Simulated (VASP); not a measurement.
Consider the following.

```yaml
crystal:
  lattice:
    - [0.00000, 2.00578, 2.00578]
    - [2.00578, 0.00000, 2.00578]
    - [2.00578, 2.00578, 0.00000]
  atoms:
    - { symbol: Al, position: [0.00000, 0.00000, 0.00000] }
```

Method: PBEsol GGA, VASP's PBE PAW potentials (set 64) (plane waves; VASP). Numerical set-up: 400 eV cut-off, 14×14×14 Γ-centred mesh, first-order Methfessel-Paxton smearing of 0.10 eV, potentials Al.

**Question.** Predict the energy per atom (σ→0), band gap (on the k-mesh) with the smallest direct gap where there is one.

**Answer.** 
- band gap (on the k-mesh): none (metal, semimetal or under 0.01 eV)
- energy per atom (σ→0): -4.085 eV/atom

Only differences to runs with the same potentials and settings are physical.

The compound is Al in the fcc structure. It was relaxed first. The start is the result of an earlier pass.
